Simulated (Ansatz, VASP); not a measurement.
## Cross-check of AlZn2PS2 between VASP and Ansatz

One calculation is typed for both programs; each brings its own data sets. How far apart do they land? The cell is generated by rule, not measured, and may not be a known phase. The cell is taken from a series of runs on this material, whose earlier steps may have relaxed, scaled, displaced or heated it; both programs get it as it stands.

Program: Ansatz 0.2.0. Level of theory: plane waves, with VASP 6.6.1 beside it; LDA. Results are calculated unless marked as measured.

The structure was built from a prototype and need not be the compound's stable phase.

## Step 1: Starting point

Symmetry: Imm2, No. 44, orthorhombic system. The conventional cell has a = 3.837 Å, b = 3.837 Å, c = 16.280 Å, α = 90.00°, β = 90.00°, γ = 90.00°. Nearest to Al lie 2 P at 2.35 Å and 2 S at 2.35 Å. Nearest to P lie 2 Zn at 2.35 Å and 2 Al at 2.35 Å. Nearest to S lie 4 Zn at 2.35 Å. S has 2 Zn at 2.35 Å and 2 Al at 2.35 Å nearest. Nearest to Zn lie 2 P at 2.35 Å and 2 S at 2.35 Å. Nearest to Zn lie 4 S at 2.35 Å. Farther neighbours and most contacts between anions are not listed.

Structure file:

```cif
data_structure
_symmetry_space_group_name_H-M 'Imm2'
_symmetry_Int_Tables_number 44
_cell_length_a 3.8372
_cell_length_b 3.8372
_cell_length_c 16.2800
_cell_angle_alpha 90.000
_cell_angle_beta 90.000
_cell_angle_gamma 90.000
_cell_volume 239.71
loop_
_atom_site_label
_atom_site_type_symbol
_atom_site_symmetry_multiplicity
_atom_site_Wyckoff_symbol
_atom_site_fract_x
_atom_site_fract_y
_atom_site_fract_z
_atom_site_occupancy
Al1 Al 2 a 0.00000 0.00000 0.00000 1
P1 P 2 b 0.50000 0.00000 0.08333 1
S1 S 2 b 0.00000 0.50000 0.25000 1
S2 S 2 b 0.50000 0.00000 0.41667 1
Zn1 Zn 2 a 0.50000 0.50000 0.16667 1
Zn2 Zn 2 a 0.00000 0.00000 0.33333 1
```

## Step 2: VASP: single point, LDA

A single point takes one fixed geometry, so differences don't come from the geometry; what else differs is listed under the comparison.

Lines of VASP's logs that name or quote its potential files are left out, and so is its time.

File INCAR:

```
SYSTEM = AlZn2PS2
PREC = Accurate
ENCUT = 500
EDIFF = 1E-06
NELM = 120
ISMEAR = 0
SIGMA = 0.1
LREAL = .FALSE.
ALGO = Normal
GGA = PW92
NBANDS = 28
LORBIT = 11
LWAVE = .FALSE.
LCHARG = .FALSE.
ISIF = 2
LASPH = .TRUE.
GGA_COMPAT = .FALSE.
EFERMI = MIDGAP
KPAR = 2
```

File POSCAR:

```
AlZn2PS2
1.0
    2.7133300000      2.7133300000      0.0000000000
   -2.7133300000      2.7133300000      0.0000000000
    2.7133300000      0.0000000000      8.1400000000
Al P S Zn
1 1 2 2
Direct
    0.0000000000      0.0000000000      0.0000000000
    0.4166665000      0.0833335000      0.1666670000
    0.7500000000      0.7500000000      0.5000000000
    0.0833335000      0.4166665000      0.8333330000
    0.3333335000      0.6666665000      0.3333330000
    0.6666665000      0.3333335000      0.6666670000
```

File KPOINTS:

```
Automatic mesh
0
Gamma
6 6 6
0 0 0
```

The projector-augmented-wave data sets are Al, P, S and Zn (LDA family, release 64).

The run is started by

```bash
> mpirun -np 2 vasp_std
```

Numbers of over 12 decimals in the logs are rounded to 6 here.

What it wrote:

```text
[banner, memory and clock lines left out]
running    2 mpi-ranks, on    1 nodes
 distrk:  each k-point on    1 cores,    2 groups
 distr:  one band on    1 cores,    1 groups

 POSCAR found type information on POSCAR AlP S Zn
 POSCAR found :  4 types and       6 ions
|                                                                             |
|               ----> ADVICE to this user running VASP <----                  |
|                                                                             |
|     You enforced a specific xc type in the INCAR file but a different       |
|     [... a line on the potential file left out ...]
|     I HOPE YOU KNOW WHAT YOU ARE DOING!                                     |
|                                                                             |

 LDA part: xc-table for (Slater(with rela. corr.)+PW92), standard interpolation
 POSCAR, INCAR and KPOINTS ok, starting setup
 FFT: planning ... GRIDC
 FFT: planning ... GRID_SOFT
 FFT: planning ... GRID
 WAVECAR not read
 entering main loop
       N       E                     dE             d eps       ncg     rms          rms(c)
DAV:   1     0.280753522566E+03    0.28075E+03   -0.19143E+04  2576   0.161E+03
DAV:   2     0.267302316935E+01   -0.27808E+03   -0.26821E+03  2668   0.349E+02
DAV:   3    -0.280585317511E+02   -0.30732E+02   -0.30379E+02  2992   0.116E+02
DAV:   4    -0.291076421212E+02   -0.10491E+01   -0.10467E+01  3256   0.214E+01
DAV:   5    -0.291241429212E+02   -0.16501E-01   -0.16496E-01  3232   0.281E+00    0.106E+01
DAV:   6    -0.275880789873E+02    0.15361E+01   -0.32260E+00  3712   0.509E+01    0.794E+00
DAV:   7    -0.275395579852E+02    0.48521E-01   -0.34010E+00  3008   0.102E+01    0.349E+00
DAV:   8    -0.275049923175E+02    0.34566E-01   -0.28785E-01  3372   0.539E+00    0.138E+00
DAV:   9    -0.275017776467E+02    0.32147E-02   -0.41713E-02  3304   0.376E+00    0.225E-01
DAV:  10    -0.275015984716E+02    0.17918E-03   -0.53656E-03  3212   0.133E+00    0.134E-01
DAV:  11    -0.275016563459E+02   -0.57874E-04   -0.97230E-04  3132   0.232E-01    0.656E-02
DAV:  12    -0.275016572615E+02   -0.91562E-06   -0.16236E-04  3600   0.222E-01    0.275E-02
DAV:  13    -0.275016541623E+02    0.30993E-05   -0.52580E-05  3896   0.124E-01    0.848E-03
DAV:  14    -0.275016538060E+02    0.35624E-06   -0.59851E-06  2892   0.308E-02
   1 F= -.27501654E+02 E0= -.27501654E+02  d E =-.161111E-10
```

OUTCAR, selected parts (step 2):

```text
ion  position               nearest neighbor table
   1  0.000  0.000  0.000-   2 2.35   4 2.35   4 2.35   2 2.35
   2  0.417  0.083  0.167-   5 2.35   5 2.35   1 2.35   1 2.35
   3  0.750  0.750  0.500-   5 2.35   6 2.35   5 2.35   6 2.35
   4  0.083  0.417  0.833-   6 2.35   6 2.35   1 2.35   1 2.35
   5  0.333  0.667  0.333-   2 2.35   2 2.35   3 2.35   3 2.35
   6  0.667  0.333  0.667-   4 2.35   4 2.35   3 2.35   3 2.35

  LATTYP: Found a body centered tetragonal cell.
 ALAT       =     3.8372280852
 C/A-ratio  =     4.2426458992

 Subroutine GETGRP returns: Found  4 space group operations
 (whereof  4 operations were pure point group operations)

The static configuration has the point symmetry C_2v.

 Found     46 irreducible k-points:

   k-points           NKPTS =     46   k-points in BZ     NKDIM =     46   number of bands    NBANDS=     28

   dimension x,y,z NGX =    28 NGY =   28 NGZ =   64
   dimension x,y,z NGXF=    56 NGYF=   56 NGZF=  128

   ENCUT  =  500.0 eV  36.75 Ry    6.06 a.u.   7.00  7.00 15.64*2*pi/ulx,y,z

   NELECT =      44.0000    total number of electrons

 k-points in reciprocal lattice and weights: Automatic mesh
   0.00000000  0.00000000  0.00000000       0.005
   0.16666667  0.00000000  0.00000000       0.019
   0.00000000 -0.16666667  0.00000000       0.019
   0.33333333  0.00000000  0.00000000       0.019
   0.00000000 -0.33333333  0.00000000       0.019
   0.50000000  0.00000000  0.00000000       0.009
   0.00000000  0.50000000  0.00000000       0.009
   0.16666667  0.16666667  0.00000000       0.019
   0.33333333  0.16666667  0.00000000       0.037
[...]
-0.16666667  0.16666667  0.33333333       0.019
   0.00000000  0.00000000  0.50000000       0.005

 average (electrostatic) potential at core
       1 -75.1402       2 -84.7665       3 -88.4096       4 -89.1624       5 -36.3179
       6 -37.0420

 E-fermi :   4.1709

 k-point     1 :       0.0000    0.0000    0.0000
  band No.  band energies     occupation
    ...
     18       1.3495      2.00000
     19       1.3611      2.00000
     20       2.7607      2.00000
     21       3.0009      2.00000
     22       3.6234      2.00000
     23       4.6017      0.00000
     24       5.6434      0.00000
     25       5.9357      0.00000
     26       6.7154      0.00000
     27       7.2917      0.00000
    ...

 k-point     2 :       0.1667    0.0000    0.0000
  band No.  band energies     occupation
    ...
     18       0.9103      2.00000
     19       1.4704      2.00000
     20       1.6648      2.00000
     21       2.4560      2.00000
     22       3.6309      2.00000
     23       5.1844      0.00000
     24       6.1368      0.00000
     25       6.9877      0.00000
     26       7.5407      0.00000
     27       7.9776      0.00000
    ...

 k-point     3 :       0.0000   -0.1667    0.0000
  band No.  band energies     occupation
    ...
     18       0.8316      2.00000
     19       1.4951      2.00000
     20       2.1514      2.00000
     21       2.5933      2.00000
     22       2.9480      2.00000
     23       5.5255      0.00000
     24       6.2729      0.00000
     25       6.5406      0.00000
     26       7.0823      0.00000
     27       7.9977      0.00000
    ...

  Total       -2.5325092     -2.5325092     -3.2877232      0.0854946      0.0000000      0.0000000
  in kB      -33.8533758    -33.8533758    -43.9487166      1.1428515      0.0000000      0.0000000
  external PRESSURE =     -37.2184894 kB  Pullay stress =       0.0000000 kB

  energy-cutoff  :      500.00
  volume of cell :      119.86
      direct lattice vectors                 reciprocal lattice vectors
     2.713330000  2.713330000  0.000000000     0.184275411  0.184275411 -0.061425061
    -2.713330000  2.713330000  0.000000000    -0.184275411  0.184275411  0.061425061
     2.713330000  0.000000000  8.140000000     0.000000000  0.000000000  0.122850123

 POSITION                                       TOTAL-FORCE (eV/Angst)
 -----------------------------------------------------------------------------------
      0.00000      0.00000      0.00000         0.000000      0.000000      1.033427
      1.35666      1.35667      1.35667        -0.000000      0.000000     -0.294944
      1.35667      4.07000      4.07000        -0.000000     -0.000000      0.634079
      1.35667      1.35667      6.78333        -0.000000      0.000000     -0.245798
      0.00000      2.71333      2.71333        -0.000000     -0.000000     -0.520190
      2.71333      2.71333      5.42667        -0.000000      0.000000     -0.606574
 -----------------------------------------------------------------------------------
    total drift:                               -0.000002     -0.000004     -0.000327

  FREE ENERGIE OF THE ION-ELECTRON SYSTEM (eV)
  ---------------------------------------------------
  free  energy   TOTEN  =       -27.5016538060 eV

  energy  without entropy=      -27.5016538060  energy(sigma->0) =      -27.50165381

 total charge
# of ion       s       p       d       tot
------------------------------------------
    1        0.403   0.365   0.000   0.768
    2        1.016   1.555   0.000   2.571
    3        1.317   2.400   0.000   3.717
    4        1.318   2.443   0.000   3.761
    5        0.565   0.521   9.776  10.861
    6        0.535   0.478   9.795  10.807
--------------------------------------------------
tot          5.153   7.762  19.570  32.485

[... 3 further parts left out ...]
```

The run ends at a pressure of -3.72 GPa, with forces up to 1.0 eV/Å.

## Step 3: Ansatz: single point, LDA

Ansatz runs on its default PAW (the set named soft_2) files.

The same cell, functional (in two slightly different forms), mesh and smearing now go to Ansatz, which takes its cutoff from its data sets.

File input.yaml:

```yaml
crystal:
  lattice:
    - [2.71333, 2.71333, 0.0]
    - [-2.71333, 2.71333, 0.0]
    - [2.71333, 0.0, 8.14]
  atoms:
    - { symbol: Al, position: [0.0, 0.0, 0.0] }
    - { symbol: P, position: [0.416667, 0.083333, 0.166667] }
    - { symbol: S, position: [0.75, 0.75, 0.5] }
    - { symbol: S, position: [0.083333, 0.416667, 0.833333] }
    - { symbol: Zn, position: [0.333333, 0.666667, 0.333333] }
    - { symbol: Zn, position: [0.666667, 0.333333, 0.666667] }
kpoints:
  mp_grid: { grid: [6, 6, 6] }
hamiltonian:
  xc: lda
scf:
  occupations: { method: gaussian, width: 0.1 }
output:
  forces: true
  stress: true
  eigenvalues: true
```

The run is started by

```bash
> ansatz run input.yaml --threads 8 --pin off --max-ram 14336MiB --backend cpu --events-out ev --progress --plain --runs-dir out
```

What it wrote:

```text
Warning: the atoms were moved onto the symmetric positions of the space group found under crystal.symmetry.tolerance 1.0e-5 (fractional; no operation is sought that the atoms, as they stand in a round, miss by more than twice it, and no atom is moved by as much as it), and the run uses the moved positions. Before a round's move an operation carried an atom to 5.43e-6 Å from where it should land, the largest such dist [...]
Engine: ansatz 0.2.0, x86_64-unknown-linux-gnu
Pseudopotentials: kind: paw
Pseudopotential: Al, paw, valence charge 3, recommended cutoff 420 eV (normal), Al.paw.azcp
Pseudopotential: P, paw, valence charge 5, recommended cutoff 420 eV (normal), P.paw.azcp
Pseudopotential: S, paw, valence charge 6, recommended cutoff 420 eV (normal), S.paw.azcp
Pseudopotential: Zn, paw, valence charge 12, recommended cutoff 420 eV (normal), Zn.paw.azcp
Functional definition: SPW92
  exchange = slater_x
  correlation = pw_c
Crystal: 6 atoms, lattice volume = 119.856 Å³
Basis set: ecut = 420 eV, 2343 PW (Γ)
Bands: 28, of which v1, the nominal top of the filled ones, is band 22 counted from 1 (21 counted from 0)
Symmetry: 4 space group operations
Space group: Imm2 (ITA 44), of the structure as read, at distance tolerance 4.9e-5 Å
k-points: 46 of 216 (time reversal used)
Non-local potential: Al, projectors of the file, l = 0: 2, l = 1: 2, l = 2: 1
Non-local potential: P, projectors of the file, l = 0: 2, l = 1: 2, l = 2: 2
Non-local potential: S, projectors of the file, l = 0: 2, l = 1: 2, l = 2: 2
Non-local potential: Zn, projectors of the file, l = 0: 2, l = 1: 2, l = 2: 3, l = 3: 1
PAW form: soft (Blöchl's): semilocal exchange-correlation on the pseudo side does not see the compensation charge
PAW frozen core: Al, regenerated for the run's functional, and the local potential with it (the file was generated under x = pbe(κ = 0.804, μ = 0.219515), c = pbe(β = 0.066725))
PAW frozen core: P, regenerated for the run's functional, and the local potential with it (the file was generated under x = pbe(κ = 0.804, μ = 0.219515), c = pbe(β = 0.066725))
PAW frozen core: S, regenerated for the run's functional, and the local potential with it (the file was generated under x = pbe(κ = 0.804, μ = 0.219515), c = pbe(β = 0.066725))
PAW frozen core: Zn, regenerated for the run's functional, and the local potential with it (the file was generated under x = pbe(κ = 0.804, μ = 0.219515), c = pbe(β = 0.066725))
PAW one-centre angular grid: Al, 110 points (default); XC on 64 Gauss nodes
PAW one-centre angular grid: P, 110 points (default); XC on 64 Gauss nodes
PAW one-centre angular grid: S, 110 points (default); XC on 64 Gauss nodes
PAW one-centre angular grid: Zn, 590 points (default); XC on 64 Gauss nodes
Initial density: superposition of atomic densities (neutral atoms: chi_scale 0, normalization atom), corrected by the library's trained network
Initial wavefunctions: pseudopotential atomic-orbital guess
Functional: x = slater, c = lda
SCF iter   1: F=—  HF=-9474.616501 eV  |F-HF|=—  |Δ(HF+E_count)|=         —  Δρ=6.16e-3  dr2=4.88e-2  ethr=1.77e-3  ⟨swp⟩=7.2  Hψ=6778  notcnv=0
preconditioner: auto → Resta (q_TF=auto, 2.309 Å⁻¹)  ε∞=6.1  [insulator: Δε(μ)=0.874 eV  Ē_g=9.971 eV  σ=0.100 eV  W_gap=1.00  n_scr=20 (ndim 8)  ℏωp=22.5 eV  f_vac=0.002  D(μ)=0.00/eV (n_scr^D=0)  ε∞_Penn≈6.1]
SCF iter   2: F=—  HF=-9474.603583 eV  |F-HF|=—  |Δ(HF+E_count)|=   1.29e-2  Δρ=2.94e-3  dr2=1.29e-2  ethr=1.11e-4  ⟨swp⟩=2.3  Hψ=2234  notcnv=0
SCF iter   3: F=—  HF=-9474.600954 eV  |F-HF|=—  |Δ(HF+E_count)|=   2.63e-3  Δρ=1.99e-3  dr2=2.55e-3  ethr=2.93e-5  ⟨swp⟩=2.0  Hψ=2083  notcnv=0
automatic band count: iteration 3 solves 27 bands in place of 28: the levels show a gap, and the empty bands left out lie too high to hold charge; the band table lists the bands solved (type scf.n_extra_bands for more)
SCF iter   4: F=—  HF=-9474.599544 eV  |F-HF|=—  |Δ(HF+E_count)|=   1.41e-3  Δρ=3.80e-4  dr2=1.70e-4  ethr=5.80e-6  ⟨swp⟩=2.0  Hψ=1940  notcnv=0
SCF iter   5: F=—  HF=-9474.599523 eV  |F-HF|=—  |Δ(HF+E_count)|=   2.08e-5  Δρ=9.48e-5  dr2=1.43e-5  ethr=3.87e-7  ⟨swp⟩=2.7  Hψ=2395  notcnv=0
SCF iter   6: F=—  HF=-9474.599526 eV  |F-HF|=—  |Δ(HF+E_count)|=   3.02e-6  Δρ=7.78e-5  dr2=4.60e-6  ethr=3.25e-8  ⟨swp⟩=2.0  Hψ=2073  notcnv=0
SCF iter   7: F=—  HF=-9474.599524 eV  |F-HF|=—  |Δ(HF+E_count)|=   1.80e-6  Δρ=2.28e-5  dr2=6.26e-7  ethr=1.04e-8  ⟨swp⟩=2.0  Hψ=2071  notcnv=0
SCF iter   8: F=-9474.599524 eV  HF=-9474.599524 eV  |F-HF|=5.90e-9  |Δ(HF+E_count)|=   1.08e-7  Δρ=5.40e-6  dr2=4.59e-8  ethr=2.27e-10  ⟨swp⟩=9.9  Hψ=6408  notcnv=0
SCF 1 converged in 8 iterations: F = -9474.599524 eV  dr2 = 4.59e-8
  greatest PAW one-centre occupation: 0.984 electrons in one spin orbital (limit 2), on the Zn atom at site 5 (counted from 0), in its partial waves of l = 2
SCF converged after 8 iterations
Free energy (F): -9474.599524 eV
Harris-Foulkes:  -9474.599524 eV  (|F-HF|=5.90e-9)
Internal energy: -9474.599524 eV  (E = F + TS)
E sigma→0 (E₀):  -9474.599524 eV
Fermi energy:    6.666176 eV
--- Per-component energies (eV) ---
  E_band       = -7.409251
  E_kinetic    = 570.922254
  E_local      = -4722.085114  (includes V_loc(G=0)·N_el)
  E_nonlocal   = 1337.298848
  E_hartree    = 1998.448254
  E_xc         = -564.121170
  E_vxc        = -372.777370  (∫ρ·V_xc dr)
  E_paw        = -5632.467531  (= ΣΔE_a)
  E_vpaw       = -817.662402  (= ΣTr[D̂ρ^β])
  E_aug_tail   = -0.000724  (compensation charges beyond the density's cutoff)
  E_ewald      = -2466.188087
  E_core_change = 3.593746  (= ΣΔE_core)
  E_smearing   = -0.000000  (= −TS)
  E_closure    = -0.000000  (closes the sum)
  Σ components = -9474.599524   (vs F -9474.599524, Δ=0.00e0)
--- Forces (eV/Å), atoms counted from 1 ---
  atom   1  Al     0.00000000    -0.00000000     1.03542799
  atom   2  P     -0.00000000     0.00000000    -0.27866892
  atom   3  S      0.00000000    -0.00000000     0.62898347
  atom   4  S     -0.00000000     0.00000000    -0.26563206
  atom   5  Zn    -0.00000000    -0.00000000    -0.51481265
  atom   6  Zn    -0.00000000     0.00000000    -0.60526437
  max |Σ_I F_I| component: 3.35e-5 eV/Å
--- Stress (GPa, compression-positive) ---
       -3.479003       0.102406      -0.000000
        0.102406      -3.479003      -0.000000
       -0.000000      -0.000000      -4.487954
  P = ⅓ Tr σ = -3.8153 GPa (-38.153 kbar)
--- Band table (eV; the first three rows and the last of 46) ---
  k-point 0: bands = [... 18 lower, 3.8580, 5.2555, 5.4931, 6.1157, 7.0809, 8.1220, 8.4213, 9.2012, ... 1 higher]
  k-point 1: bands = [... 18 lower, 3.9355, 4.9375, 5.4174, 6.0641, 7.2916, 8.1586, 8.4525, 9.2469, ... 1 higher]
  k-point 2: bands = [... 18 lower, 4.1259, 4.3117, 5.2441, 5.9596, 7.4725, 8.2997, 8.6392, 9.4667, ... 1 higher]
  k-point 45: bands = [... 18 lower, 2.6557, 2.6833, 3.5618, 3.7941, 7.9316, 8.4780, 8.7217, 9.3099, ... 1 higher]
```

In the SCF lines HF is the Harris–Foulkes energy and dr2 the Hartree energy of the density residual, in eV; the loop may stop once dr2 is under the threshold and the program's other checks hold. Hψ counts applications of the Hamiltonian.

The run ends at a pressure of -3.82 GPa, with forces up to 1.0 eV/Å.

## Step 4: Side by side

Known differences besides the potentials themselves: the cutoff is 420 eV in Ansatz and 500 eV in VASP; VASP's log shows a relativistic correction to its local exchange, Ansatz's none. Total energies have different zeros and are not compared.

The two programs side by side:

```
              quantity  Ansatz   VASP  difference
        pressure (GPa)   -3.82  -3.72       -0.09
gap on the k mesh (eV)   0.850  0.862      -0.011
```

Forces (eV/Å; atoms numbered as in POSCAR):

```
atom        Ansatz x, y, z          VASP x, y, z
 Al1   0.000, 0.000, 1.035   0.000, 0.000, 1.033
  P2  0.000, 0.000, -0.279  0.000, 0.000, -0.295
  S3   0.000, 0.000, 0.629   0.000, 0.000, 0.634
  S4  0.000, 0.000, -0.266  0.000, 0.000, -0.246
 Zn5  0.000, 0.000, -0.515  0.000, 0.000, -0.520
 Zn6  0.000, 0.000, -0.605  0.000, 0.000, -0.607
```

The forces differ by 6.3 meV/Å r.m.s., which is 1.8 % of the r.m.s. force of 0.354 eV/Å (both taken over all components). A gap on the mesh is an upper bound, since the band edges may lie between its points.

## Step 5: Results

```
r.m.s. force difference (single point, LDA) : 1.8 % of the r.m.s. force
```

In words: The r.m.s. force difference is 1.8 % of the r.m.s. force (single point, LDA), within the 3 % picked in this series as the mark of a large difference. Such differences can come from data sets, numerical settings and the points named under the comparisons, not from the functional's error against experiment.

[Lines on the potential files, build, host, timing and source positions are cut from VASP's logs without a mark.]

[Logs are printed without paths, hosts, clocks, repeated set-up lines and the standing remarks that a program may print on its own settings, such as how far it seeks lower states.]

[Hosts, paths, dates, database ids (printed as entryN), source tags and the programs' standing remarks are cut or masked in the printed files.]
